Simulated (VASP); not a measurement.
# BrCI2H in VASP: reference runs

How does BrCI2H come out in PBE? The cell is run as given.

All numbers are computed with VASP 6.6.1; they aren't measurements. Logs are shortened: lines on timing, memory, paths and dates and some standing lists are left out, and cuts for length are marked.

## Step 1: Starting point

The cell holds a molecule in a box, 5 atoms: a = 12.000 Å, b = 12.000 Å, c = 13.000 Å, α = 90.00°, β = 90.00°, γ = 90.00°.

## Step 2: Single point, PBE

Contents of INCAR:

```
SYSTEM = HCI2Br
PREC = Accurate
ENCUT = 520
EDIFF = 1E-7
ISMEAR = 0
SIGMA = 0.01
LREAL = .False.
LASPH = .True.
NELM = 100
ALGO = Normal
ISIF = 2
LWAVE = .False.
LCHARG = .True.
GGA = PE
LELF = .True.
LVHAR = .True.
LVACPOTAV = .True.
NBANDS = 21
```

Contents of KPOINTS:

```
Automatic mesh
0
Gamma
  1 1 1
  0 0 0
```

Contents of POSCAR:

```
HCI2Br
1.0
   12.0000000000      0.0000000000      0.0000000000
    0.0000000000     12.0000000000      0.0000000000
    0.0000000000      0.0000000000     13.0000000000
Br C I H
1 1 2 1
Direct
    0.4399125000      0.5511416700      0.6277423100
    0.5036041700      0.5299166700      0.4935961500
    0.6226458300      0.3982083300      0.4912346200
    0.3795208300      0.5123500000      0.3774884600
    0.5490875000      0.6052916700      0.4752038500
```

Potentials or basis: VASP PAW PBE potentials, release 64 (Br, C, I, H).

Launch:

```bash
> cat potpaw_PBE.64/Br/POTCAR potpaw_PBE.64/C/POTCAR potpaw_PBE.64/I/POTCAR potpaw_PBE.64/H/POTCAR > POTCAR
> mpirun -np 1 vasp_gam > vasp.out
```

OUTCAR:

```text
SYSTEM = HCI2Br
   PREC = Accurate
   ENCUT = 520
   EDIFF = 1E-7
   ISMEAR = 0
   LREAL = .False.
   LASPH = .True.
   NELM = 100
   ISIF = 2
   GGA = PE

 ion  position               nearest neighbor table
   1  0.440  0.551  0.628-   2 1.92
   2  0.504  0.530  0.494-   5 1.08   1 1.92   3 2.13   4 2.13
   3  0.623  0.398  0.491-   2 2.13   4 3.55
   4  0.380  0.512  0.377-   2 2.13   3 3.55
   5  0.549  0.605  0.475-   2 1.08

  LATTYP: Found a simple tetragonal cell.
 ALAT       =    12.0000000000
 C/A-ratio  =     1.0833333333

  Lattice vectors:

 A1 = (  12.0000000000,   0.0000000000,   0.0000000000)
 A2 = (   0.0000000000,  12.0000000000,   0.0000000000)
 A3 = (   0.0000000000,   0.0000000000,  13.0000000000)

Analysis of symmetry for initial positions (statically):
=====================================================================
 Subroutine PRICEL returns:
 Original cell was already a primitive cell.

 Routine SETGRP: Setting up the symmetry group for a
 simple tetragonal supercell.

 Subroutine GETGRP returns: Found  1 space group operations
 (whereof  1 operations were pure point group operations)
 out of a pool of 16 trial point group operations.

The static configuration has the point symmetry C_1 .

Analysis of symmetry for dynamics (positions and initial velocities):
=====================================================================
 Subroutine PRICEL returns:
 Original cell was already a primitive cell.

 Routine SETGRP: Setting up the symmetry group for a
 simple tetragonal supercell.

 Subroutine GETGRP returns: Found  1 space group operations
 (whereof  1 operations were pure point group operations)
 out of a pool of 16 trial point group operations.

The dynamic configuration has the point symmetry C_1 .

 Subroutine INISYM returns: Found  1 space group operations
 (whereof  1 operations are pure point group operations),
 and found     1 'primitive' translations

----------------------------------------------------------------------------------------

                                     Primitive cell

  volume of cell :    1872.0000

  direct lattice vectors                    reciprocal lattice vectors
    12.000000000  0.000000000  0.000000000     0.083333333  0.000000000  0.000000000
     0.000000000 12.000000000  0.000000000     0.000000000  0.083333333  0.000000000
     0.000000000  0.000000000 13.000000000     0.000000000  0.000000000  0.076923077

  length of vectors
    12.000000000 12.000000000 13.000000000     0.083333333  0.083333333  0.076923077

  position of ions in fractional coordinates (direct lattice)
     0.439912500  0.551141670  0.627742310
     0.503604170  0.529916670  0.493596150
     0.622645830  0.398208330  0.491234620
     0.379520830  0.512350000  0.377488460
     0.549087500  0.605291670  0.475203850

  ion indices of the primitive-cell ions
   primitive index   ion index
                 1           1
                 2           2
                 3           3
                 4           4
                 5           5

----------------------------------------------------------------------------------------

 KPOINTS: Automatic mesh

Automatic generation of k-mesh.
 Grid dimensions read from file:
 generate k-points for:    1    1    1

 Generating k-lattice:

  Cartesian coordinates                     Fractional coordinates (reciprocal lattice)
     0.083333333  0.000000000  0.000000000     1.000000000  0.000000000  0.000000000
     0.000000000  0.083333333  0.000000000     0.000000000  1.000000000  0.000000000
     0.000000000  0.000000000  0.076923077     0.000000000  0.000000000  1.000000000

  Length of vectors
     0.083333333  0.083333333  0.076923077

  Shift w.r.t. Gamma in fractional coordinates (k-lattice)
     0.000000000  0.000000000  0.000000000

 Subroutine IBZKPT returns following result:
 ===========================================

 Found      1 irreducible k-points:

 Following reciprocal coordinates:
            Coordinates               Weight
  0.000000  0.000000  0.000000      1.000000
   k-points           NKPTS =      1   k-points in BZ     NKDIM =      1   number of bands    NBANDS=     21
   number of dos      NEDOS =    301   number of ions     NIONS =      5
   total plane-waves  NPLWV = 793800
   dimension x,y,z NGX =    90 NGY =   90 NGZ =   98
   dimension x,y,z NGXF=   180 NGYF=  180 NGZF=  196
   ions per type =               1   1   2   1
   NGX,Y,Z   is equivalent  to a cutoff of  12.47, 12.47, 12.53 a.u.
   NGXF,Y,Z  is equivalent  to a cutoff of  24.94, 24.94, 25.06 a.u.
 SYSTEM =  HCI2Br
   PREC   = accura    normal or accurate (medium, high low for compatibility)
   ISTART =      0    job   : 0-new  1-cont  2-samecut
   ICHARG =      2    charge: 1-file 2-atom 10-const
   ISPIN  =      1    spin polarized calculation?
   LNONCOLLINEAR =      F non collinear calculations
   LSORBIT =      F    spin-orbit coupling
   LASPH  =      T    aspherical Exc in radial PAW
   ENCUT  =  520.0 eV  38.22 Ry    6.18 a.u.  22.31 22.31 24.17*2*pi/ulx,y,z
   NELM   =    100;   NELMIN=  2; NELMDL= -5     # of ELM steps
   EDIFF  = 0.1E-06   stopping-criterion for ELM
   LREAL  =      F    real-space projection
   EDIFFG = 0.1E-05   stopping-criterion for IOM
   NSW    =      0    number of steps for IOM
   IBRION =     -1    ionic relax: 0-MD 1-quasi-New 2-CG
   NFREE  =      0    steps in history (QN), initial steepest desc. (CG)
   ISIF   =      2    stress and relaxation
   ISYM   =      2    0-nonsym 1-usesym 2-fastsym
   POTIM  = 0.5000    time-step for ionic-motion
   TEBEG  =    0.0;   TEEND  =   0.0 temperature during run
   PSTRESS=    0.0 pullay stress
   NELECT =      26.0000    total number of electrons
   NUPDOWN=      -1.0000    fix difference up-down
   EMIN   =  10.00;   EMAX   =-10.00  energy-range for DOS
   EFERMI =   0.00;   METHOD = LEGACY
   ISMEAR =     0;   SIGMA  =   0.01  broadening in eV -4-tet -1-fermi 0-gaus
   EFERMI_NEDOS =   21; number of points for ismear=-14 and -15
   IALGO  =     38    algorithm
   IMIX   =      4    mixing-type and parameters
     AMIX     =   0.40;   BMIX     =  1.00
     AMIX_MAG =   1.60;   BMIX_MAG =  1.00
  volume/ion in A,a.u.               =     374.40      2526.58
  Fermi-wavevector in a.u.,A,eV,Ry     =   0.393517  0.743640  2.106944  0.154856
  Thomas-Fermi vector in A             =   1.337630
   LORBIT       =      0    0 simple, 1 ext, 2 COOP (PROOUT), +10 PAW based schemes
   GGA     = PE    functional components
   LHFCALC =     F    Hartree Fock is set to
   AEXX    =    0.0000 exact exchange contribution
   IVDW    =     0    specifies the selected vdW correction
   LEPSILON=     F    determine dielectric tensor
   LRPA    =     F    only Hartree local field effects (RPA)
 non-spin polarized calculation
 Gauss-broadening in eV      SIGMA  =   0.01
  energy-cutoff  :      520.00
  volume of cell :     1872.00
 maximum number of plane-waves:     25235
 NGX is ok and might be reduce to    90
   NGX = 45   NGY = 45   NGZ = 49

 number of electron      25.9999998 magnetization

 Free energy of the ion-electron system (eV)
  ---------------------------------------------------
  ext. energy  EPLUGINS =         0.00000000
  ---------------------------------------------------
  free energy    TOTEN  =       -16.07306758 eV

  energy without entropy =      -16.07306758  energy(sigma->0) =      -16.07306758

 E-fermi :  -5.6771     XC(G=0):  -1.0961

 val. band max:       -5.7508929726   @ k =   0.0000   0.0000   0.0000
 cond. band min:      -2.8079084494   @ k =   0.0000   0.0000   0.0000
 fundamental gap:      2.9429845233
 Fermi energy:        -5.6770898877

 k-point     1 :       0.0000    0.0000    0.0000
  band No.  band energies     occupation
      1     -21.0849      2.00000
      2     -18.4498      2.00000
      3     -17.1611      2.00000
      4     -14.9575      2.00000
      5     -10.9831      2.00000
      6     -10.0109      2.00000
[... 13 lines left out ...]
     20       0.9031      0.00000
     21       0.9604      0.00000

------------------------ aborting loop because EDIFF is reached ----------------------------------------

  FORCE on cell =-STRESS in cart. coord.  units (eV):
  Direction    XX          YY          ZZ          XY          YZ          ZX
  --------------------------------------------------------------------------------------
  -------------------------------------------------------------------------------------
  Total        0.9901871      0.6099431      1.1439518     -0.3399110      0.1309788      0.0875189
  in kB        0.8474654      0.5220283      0.9790672     -0.2909176      0.1121000      0.0749042
  external PRESSURE =       0.7828536 kB  Pullay stress =       0.0000000 kB

 VOLUME and BASIS-vectors are now :
 -----------------------------------------------------------------------------
  energy-cutoff  :      520.00
  volume of cell :     1872.00
      direct lattice vectors                 reciprocal lattice vectors
    12.000000000  0.000000000  0.000000000     0.083333333  0.000000000  0.000000000
     0.000000000 12.000000000  0.000000000     0.000000000  0.083333333  0.000000000
     0.000000000  0.000000000 13.000000000     0.000000000  0.000000000  0.076923077

 POSITION                                       TOTAL-FORCE (eV/Angst)
 -----------------------------------------------------------------------------------
      5.27895      6.61370      8.16065        -0.165957      0.085944      0.407607
      6.04325      6.35900      6.41675         0.036785      0.014702     -0.060719
      7.47175      4.77850      6.38605         0.290491     -0.276886     -0.005801
      4.55425      6.14820      4.90735        -0.274295     -0.012137     -0.292629
      6.58905      7.26350      6.17765         0.112977      0.188377     -0.048457
 -----------------------------------------------------------------------------------
    total drift:                                0.000092      0.000017      0.000123

  FREE ENERGIE OF THE ION-ELECTRON SYSTEM (eV)
  ---------------------------------------------------
  free  energy   TOTEN  =       -16.0730675836 eV

  energy  without entropy=      -16.0730675836  energy(sigma->0) =      -16.07306758
```

Wall time 3.9 min (1 thread of Intel Xeon Platinum 8488C (Sapphire Rapids), shared host); peak memory 1.4 GiB.

What came out:

```
Free energy                     : -16.0731 eV
Largest force                   : 0.448 eV/Å
Gap between the frontier levels : 2.94 eV
```

Forces on the atoms (eV/Å):
```
Br  -0.166  0.086  0.408
C    0.037  0.015 -0.061
I    0.290 -0.277 -0.006
I   -0.274 -0.012 -0.293
H    0.113  0.188 -0.048
```

Levels at points of the mesh, in eV from the valence-band top:
```csv
k point,band 9,band 10,band 11,band 12,band 13,band 14,band 15,band 16,band 17,band 18
"(0.00, 0.00, 0.00)",-1.22,-0.68,-0.48,-0.36,0.00,2.94,4.35,4.76,5.43,6.36
```

Caveat: spin-orbit coupling is left out, which moves the levels of the heavy elements.
